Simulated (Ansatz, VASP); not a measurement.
# H13C6 (amorphous polyethylene at 300 K) in two plane-wave programs, part 2 of 2

Aim: how closely do two programs agree when they are given the same cell, functional and k mesh? The cell is taken from a series of runs on this material, whose earlier steps may have relaxed, scaled, displaced or heated it; both programs get it as it stands.

VASP 6.6.1 and Ansatz 0.2.0.

So far. Step 2 (VASP: single point, r2SCAN with D4, pair 1): The run ends at a pressure of 0.14 GPa, with forces up to 0.078 eV/Å.

### 4. Side by side

Known differences besides the potentials themselves: VASP keeps PBE cores, Ansatz makes them for the functional; fixed occupations in Ansatz, narrow Gaussian smearing in VASP; the cutoff is 500 eV in Ansatz and 660 eV in VASP (PREC = Accurate, projectors in real space). Total energies have different zeros and are not compared.

The two programs side by side:

| quantity | Ansatz | VASP | difference |
| --- | --- | --- | --- |
| pressure (GPa) | 0.00 | 0.14 | -0.14 |
| gap on the k mesh (eV) | 6.959 | 6.966 | -0.008 |

Forces on 9 of the 76 atoms, those with the largest forces and the largest differences (eV/Å; atoms numbered as in POSCAR):

| atom | Ansatz x, y, z | VASP x, y, z |
| --- | --- | --- |
| H43 | 0.001, -0.001, 0.001 | -0.023, 0.029, 0.043 |
| H47 | -0.001, -0.002, -0.001 | 0.055, 0.007, -0.003 |
| H51 | 0.019, 0.004, 0.006 | 0.073, 0.007, 0.020 |
| H52 | -0.007, 0.018, -0.012 | -0.018, 0.064, -0.041 |
| H53 | -0.003, -0.012, -0.005 | -0.008, -0.055, -0.040 |
| H54 | 0.000, -0.010, 0.003 | 0.011, -0.059, 0.030 |
| H55 | -0.005, 0.001, -0.001 | -0.058, -0.003, -0.016 |
| H56 | 0.002, 0.001, 0.003 | 0.055, 0.004, 0.019 |
| H75 | 0.002, 0.001, 0.003 | 0.020, 0.033, 0.044 |

The forces differ by 29 meV/Å r.m.s., where the r.m.s. force is 0.004 eV/Å in Ansatz and 0.030 eV/Å in VASP: the atoms lie near their places of rest in Ansatz, so a percentage would say little (all taken over all components). A gap on the mesh is an upper bound, since the band edges may lie between its points.

### 5. VASP: single point, r2SCAN with D4, pair 2

With cell and atoms fixed, the geometry can't cause a difference; cores, projectors, grids and the points listed under the comparison can. The cell compared in this pair holds 701.01 Å³, against 650.69 Å³ for the pair before.

Contents of INCAR:

```
SYSTEM = H13C6
PREC = Accurate
ENCUT = 660
EDIFF = 1E-06
NELM = 120
ISMEAR = 0
SIGMA = 0.01
LREAL = Auto
ALGO = Normal
METAGGA = R2SCAN
IVDW = 13
VDW_S6 = 1
VDW_S8 = 0.6018749
VDW_A1 = 0.51559235
VDW_A2 = 5.77342911
LASPH = .TRUE.
NBANDS = 128
LORBIT = 11
LWAVE = .FALSE.
LCHARG = .FALSE.
ISIF = 2
GGA_COMPAT = .FALSE.
EFERMI = MIDGAP
LMIXTAU = .TRUE.
NCORE = 2
```

Contents of POSCAR:

```
H13C6
1.0
    8.8832900000      0.0000000000      0.0000000000
    0.0000000000      8.8832900000      0.0000000000
    0.0000000000      0.0000000000      8.8832900000
C H
24 52
Direct
    0.6915800000      0.8425000000      0.6399400000
    0.6531000000      0.9896100000      0.7073200000
    0.5885500000      0.9674300000      0.8644800000
    0.5650500000      0.1165500000      0.9499000000
    0.5050100000      0.0872900000      0.1092400000
    0.4726700000      0.2278400000      0.1930900000
    0.6113800000      0.3288000000      0.2212700000
    0.5972600000      0.4183800000      0.3660400000
    0.7073600000      0.3662600000      0.4876600000
    0.8698400000      0.4021800000      0.4545000000
    0.9788600000      0.3233800000      0.5499600000
    0.9416000000      0.3540700000      0.7092400000
    0.3898700000      0.4566400000      0.7824800000
    0.2797300000      0.4946200000      0.9053900000
    0.3368600000      0.5955100000      0.0266900000
    0.1959400000      0.6172000000      0.1375200000
    0.2559600000      0.6990400000      0.2686500000
    0.1308900000      0.7417500000      0.3703400000
    0.2045400000      0.8374800000      0.4928100000
    0.0893700000      0.8526000000      0.6157600000
    0.1522800000      0.9183200000      0.7615900000
    0.0300200000      0.9591100000      0.8826700000
    0.0948400000      0.0178300000      0.0338400000
    0.9759800000      0.0627900000      0.1453700000
    0.5925100000      0.7681100000      0.6469400000
    0.7855600000      0.7809100000      0.7015200000
    0.7187000000      0.8518000000      0.5168600000
    0.7513800000      0.0623700000      0.7106100000
    0.5728100000      0.0510500000      0.6346500000
    0.4886900000      0.9028400000      0.8503400000
    0.6621900000      0.8949800000      0.9335200000
    0.6662700000      0.1761200000      0.9512000000
    0.4934200000      0.1842600000      0.8852700000
    0.4027300000      0.0168800000      0.1108900000
    0.5871200000      0.0240600000      0.1704700000
    0.4242900000      0.1849100000      0.3057900000
    0.3846300000      0.3059500000      0.1491000000
    0.6400300000      0.3993900000      0.1242700000
    0.7042800000      0.2576700000      0.2326700000
    0.6223100000      0.5401900000      0.3616700000
    0.4761800000      0.4110600000      0.4048200000
    0.7009800000      0.2428300000      0.4985100000
    0.6756700000      0.4097000000      0.6009700000
    0.8872000000      0.5251300000      0.4652500000
    0.9049800000      0.3883900000      0.3356600000
    0.9745700000      0.2050200000      0.5091200000
    0.0911800000      0.3659400000      0.5188000000
    0.0379100000      0.3085200000      0.7705100000
    0.9297300000      0.4670200000      0.7338300000
    0.8417700000      0.2976900000      0.7470300000
    0.5076700000      0.4387700000      0.8286500000
    0.4136300000      0.5481500000      0.6993900000
    0.3469400000      0.3578800000      0.7170300000
    0.2403300000      0.3789300000      0.9447400000
    0.1729400000      0.5368100000      0.8587300000
    0.4335500000      0.5567900000      0.0920400000
    0.3779900000      0.6939200000      0.9735000000
    0.1044600000      0.6676700000      0.0660800000
    0.1450800000      0.5090100000      0.1715500000
    0.3129700000      0.7982700000      0.2252500000
    0.3422300000      0.6236700000      0.3160100000
    0.0491600000      0.8073800000      0.3100400000
    0.0870800000      0.6435500000      0.4309200000
    0.3059400000      0.7786900000      0.5373700000
    0.2447800000      0.9418100000      0.4476400000
    0.9943700000      0.9250400000      0.5721800000
    0.0400000000      0.7393100000      0.6466300000
    0.2231200000      0.8337400000      0.8060900000
    0.2222300000      0.0084500000      0.7227700000
    0.9528200000      0.0525800000      0.8376100000
    0.9630800000      0.8604400000      0.9035700000
    0.1639400000      0.9375400000      0.0905800000
    0.1824700000      0.1140300000      0.0229800000
    0.8866300000      0.1154900000      0.0725100000
    0.0183800000      0.1251800000      0.2408800000
    0.9229200000      0.9692100000      0.1930900000
```

Contents of KPOINTS:

```
Automatic mesh
0
Gamma
1 1 1
0 0 0
```

Potentials, in the order of the species: C and H (PBE family, release 64).

On the command line:

```
mpirun -np 8 vasp_gam
```

Numbers of over 12 decimals in the logs are rounded to 6 here.

Output:

```text
[banner, memory and clock lines left out]
running    8 mpi-ranks, on    1 nodes
[...]
[... a notice as in an earlier step ...]

 LDA part: xc-table for (None), standard interpolation
 POSCAR, INCAR and KPOINTS ok, starting setup
[...]
entering main loop
       N       E                     dE             d eps       ncg     rms          rms(c)
DAV:   1     0.965304662850E+03    0.96530E+03   -0.82246E+04   256   0.128E+03
DAV:   2    -0.364545514273E+03   -0.13299E+04   -0.12482E+04   328   0.260E+02
DAV:   3    -0.495894964696E+03   -0.13135E+03   -0.13030E+03   328   0.822E+01
DAV:   4    -0.499196065680E+03   -0.33011E+01   -0.32929E+01   328   0.147E+01
[...]
DAV:  25    -0.428843460149E+03   -0.34567E-04   -0.21845E-05   272   0.210E-02    0.689E-03
DAV:  26    -0.428843465549E+03   -0.54005E-05   -0.74833E-06   272   0.125E-02    0.973E-04
DAV:  27    -0.428843466066E+03   -0.51701E-06   -0.51328E-07   232   0.311E-03
   1 F= -.43027329E+03 E0= -.43027329E+03  d E =0.000000E+00
```

OUTCAR, selected parts (step 5):

```text
  FREE ENERGIE OF THE ION-ELECTRON SYSTEM (eV)
  ---------------------------------------------------
  free  energy   TOTEN  =      -430.2732918855 eV

  energy  without entropy=     -430.2732918855  energy(sigma->0) =     -430.27329189

[... 1 part as in an earlier step ...]
```

The run ends at a pressure of 1.24 GPa, with forces up to 3.4 eV/Å.

### 6. Ansatz: single point, r2SCAN with D4, pair 2

The same cell, functional and mesh now go to Ansatz, which takes its cutoff from its data sets.

The cell is taken from a series of runs on this material, whose earlier steps may have relaxed, scaled, displaced or heated it; both programs get it as it stands.

Contents of input.yaml:

```yaml
crystal:
  lattice:
    - [8.88329, 0.0, 0.0]
    - [0.0, 8.88329, 0.0]
    - [0.0, 0.0, 8.88329]
  atoms:
    - { symbol: C, position: [0.69158, 0.8425, 0.63994] }
    - { symbol: C, position: [0.6531, 0.98961, 0.70732] }
    - { symbol: C, position: [0.58855, 0.96743, 0.86448] }
    - { symbol: C, position: [0.56505, 0.11655, 0.9499] }
    - { symbol: C, position: [0.50501, 0.08729, 0.10924] }
    - { symbol: C, position: [0.47267, 0.22784, 0.19309] }
    - { symbol: C, position: [0.61138, 0.3288, 0.22127] }
    - { symbol: C, position: [0.59726, 0.41838, 0.36604] }
    - { symbol: C, position: [0.70736, 0.36626, 0.48766] }
    - { symbol: C, position: [0.86984, 0.40218, 0.4545] }
    - { symbol: C, position: [0.97886, 0.32338, 0.54996] }
    - { symbol: C, position: [0.9416, 0.35407, 0.70924] }
    - { symbol: H, position: [0.59251, 0.76811, 0.64694] }
    - { symbol: H, position: [0.78556, 0.78091, 0.70152] }
    - { symbol: H, position: [0.7187, 0.8518, 0.51686] }
    - { symbol: H, position: [0.75138, 0.06237, 0.71061] }
    - { symbol: H, position: [0.57281, 0.05105, 0.63465] }
    - { symbol: H, position: [0.48869, 0.90284, 0.85034] }
    - { symbol: H, position: [0.66219, 0.89498, 0.93352] }
    - { symbol: H, position: [0.66627, 0.17612, 0.9512] }
    - { symbol: H, position: [0.49342, 0.18426, 0.88527] }
    - { symbol: H, position: [0.40273, 0.01688, 0.11089] }
    - { symbol: H, position: [0.58712, 0.02406, 0.17047] }
    - { symbol: H, position: [0.42429, 0.18491, 0.30579] }
    - { symbol: H, position: [0.38463, 0.30595, 0.1491] }
    - { symbol: H, position: [0.64003, 0.39939, 0.12427] }
    - { symbol: H, position: [0.70428, 0.25767, 0.23267] }
    - { symbol: H, position: [0.62231, 0.54019, 0.36167] }
    - { symbol: H, position: [0.47618, 0.41106, 0.40482] }
    - { symbol: H, position: [0.70098, 0.24283, 0.49851] }
    - { symbol: H, position: [0.67567, 0.4097, 0.60097] }
    - { symbol: H, position: [0.8872, 0.52513, 0.46525] }
    - { symbol: H, position: [0.90498, 0.38839, 0.33566] }
    - { symbol: H, position: [0.97457, 0.20502, 0.50912] }
    - { symbol: H, position: [0.09118, 0.36594, 0.5188] }
    - { symbol: H, position: [0.03791, 0.30852, 0.77051] }
    - { symbol: H, position: [0.92973, 0.46702, 0.73383] }
    - { symbol: H, position: [0.84177, 0.29769, 0.74703] }
    - { symbol: C, position: [0.38987, 0.45664, 0.78248] }
    - { symbol: C, position: [0.27973, 0.49462, 0.90539] }
    - { symbol: C, position: [0.33686, 0.59551, 0.02669] }
    - { symbol: C, position: [0.19594, 0.6172, 0.13752] }
    - { symbol: C, position: [0.25596, 0.69904, 0.26865] }
    - { symbol: C, position: [0.13089, 0.74175, 0.37034] }
    - { symbol: C, position: [0.20454, 0.83748, 0.49281] }
    - { symbol: C, position: [0.08937, 0.8526, 0.61576] }
    - { symbol: C, position: [0.15228, 0.91832, 0.76159] }
    - { symbol: C, position: [0.03002, 0.95911, 0.88267] }
    - { symbol: C, position: [0.09484, 0.01783, 0.03384] }
    - { symbol: C, position: [0.97598, 0.06279, 0.14537] }
    - { symbol: H, position: [0.50767, 0.43877, 0.82865] }
    - { symbol: H, position: [0.41363, 0.54815, 0.69939] }
    - { symbol: H, position: [0.34694, 0.35788, 0.71703] }
    - { symbol: H, position: [0.24033, 0.37893, 0.94474] }
    - { symbol: H, position: [0.17294, 0.53681, 0.85873] }
    - { symbol: H, position: [0.43355, 0.55679, 0.09204] }
    - { symbol: H, position: [0.37799, 0.69392, 0.9735] }
    - { symbol: H, position: [0.10446, 0.66767, 0.06608] }
    - { symbol: H, position: [0.14508, 0.50901, 0.17155] }
    - { symbol: H, position: [0.31297, 0.79827, 0.22525] }
    - { symbol: H, position: [0.34223, 0.62367, 0.31601] }
    - { symbol: H, position: [0.04916, 0.80738, 0.31004] }
    - { symbol: H, position: [0.08708, 0.64355, 0.43092] }
    - { symbol: H, position: [0.30594, 0.77869, 0.53737] }
    - { symbol: H, position: [0.24478, 0.94181, 0.44764] }
    - { symbol: H, position: [0.99437, 0.92504, 0.57218] }
    - { symbol: H, position: [0.04, 0.73931, 0.64663] }
    - { symbol: H, position: [0.22312, 0.83374, 0.80609] }
    - { symbol: H, position: [0.22223, 0.00845, 0.72277] }
    - { symbol: H, position: [0.95282, 0.05258, 0.83761] }
    - { symbol: H, position: [0.96308, 0.86044, 0.90357] }
    - { symbol: H, position: [0.16394, 0.93754, 0.09058] }
    - { symbol: H, position: [0.18247, 0.11403, 0.02298] }
    - { symbol: H, position: [0.88663, 0.11549, 0.07251] }
    - { symbol: H, position: [0.01838, 0.12518, 0.24088] }
    - { symbol: H, position: [0.92292, 0.96921, 0.19309] }
kpoints:
  mp_grid: { grid: [1, 1, 1] }
hamiltonian:
  xc: r2scan
  dispersion: d4
scf:
  occupations: { method: fixed }
output:
  forces: true
  stress: true
  populations: intrinsic
  dos:
    method: { smearing: { sigma: 0.15 } }
    de: 0.1
    projected: { site_lists: { C: [C], H: [H] } }
  eigenvalues: true
```

On the command line:

```
ansatz run input.yaml --threads 4 --pin off --max-ram 8192MiB --backend cpu --events-out ev --progress --plain --runs-dir out
```

Output:

```text
[...]
Crystal: 76 atoms, lattice volume = 701.006 Å³
Basis set: ecut = 500 eV, 17845 PW (Γ), exchange–correlation on 288×288×288 points (64 copies of the dense FFT grid, shifted against one another)
Bands: 150, of which v1, the nominal top of the filled ones, is band 74 counted from 1 (73 counted from 0)
Symmetry: 1 space group operations
[...]
k-points: 1
[...]
--- intrinsic populations: 76 sites ---
  site symbol       q [e]
     0      C      4.4792
     1      C      4.2902
     2      C      4.3075
     3      C      4.3357
     4      C      4.3061
     5      C      4.2763
     6      C      4.3333
     7      C      4.2971
[...]
72      H      0.8683
    73      H      0.8484
    74      H      0.8246
    75      H      0.8231
  spilling = 0.000000 (of n_electrons = 148.000000)
[key lines of the parts left out:]
SCF converged after 8 iterations
Free energy (F): -6881.223931 eV
Fermi energy:    -2.065576 eV
P = ⅓ Tr σ = 1.1052 GPa (11.052 kbar)
```

### 7. Differences

Compared:

| quantity | Ansatz | VASP | difference |
| --- | --- | --- | --- |
| pressure (GPa) | 1.11 | 1.24 | -0.13 |
| gap on the k mesh (eV) | 5.964 | 5.973 | -0.009 |

Forces on 10 of the 76 atoms, those with the largest forces and the largest differences (eV/Å; atoms numbered as in POSCAR):

| atom | Ansatz x, y, z | VASP x, y, z |
| --- | --- | --- |
| C4 | -1.033, -2.813, 0.388 | -1.045, -2.857, 0.415 |
| C6 | -0.864, 1.054, 2.221 | -0.841, 1.057, 2.216 |
| C10 | -0.185, 2.190, -2.028 | -0.212, 2.169, -2.018 |
| C12 | 1.651, -2.871, 0.802 | 1.652, -2.875, 0.779 |
| C15 | -2.281, -1.473, 1.114 | -2.324, -1.492, 1.130 |
| C16 | 1.217, -0.403, -2.649 | 1.244, -0.395, -2.662 |
| C18 | 2.179, 0.296, 1.675 | 2.188, 0.298, 1.677 |
| H32 | 1.708, 0.775, 0.309 | 1.765, 0.808, 0.310 |
| H39 | 1.512, -1.135, 0.176 | 1.566, -1.176, 0.182 |
| H76 | -0.798, -1.593, 0.528 | -0.830, -1.645, 0.555 |

The forces differ by 28 meV/Å r.m.s., which is 3.2 % of the r.m.s. force of 0.880 eV/Å (both taken over all components). A gap on the mesh is an upper bound, since the band edges may lie between its points.

### 8. What came out

* r.m.s. force difference (single point, r2SCAN with D4, pair 1): 29 meV/Å
* r.m.s. force difference (single point, r2SCAN with D4, pair 2): 3.2 % of the r.m.s. force

What this shows: The r.m.s. force difference is 29 meV/Å (single point, r2SCAN with D4, pair 1), beyond the 12 meV/Å picked in this series as the mark of a large difference. What causes the difference of the single point, r2SCAN with D4, pair 1 pair stays open here. What causes the difference of the single point, r2SCAN with D4, pair 2 pair stays open here. Such differences can come from data sets, numerical settings and the points named under the comparisons, not from the functional's error against experiment.

[Lines on the potential files, build, host, timing and source positions are cut from VASP's logs without a mark.]

[Logs are printed without paths, hosts, clocks, repeated set-up lines and the standing remarks that a program may print on its own settings, such as how far it seeks lower states.]

[Hosts, paths, dates, database ids (printed as entryN), source tags and the programs' standing remarks are cut or masked in the printed files.]
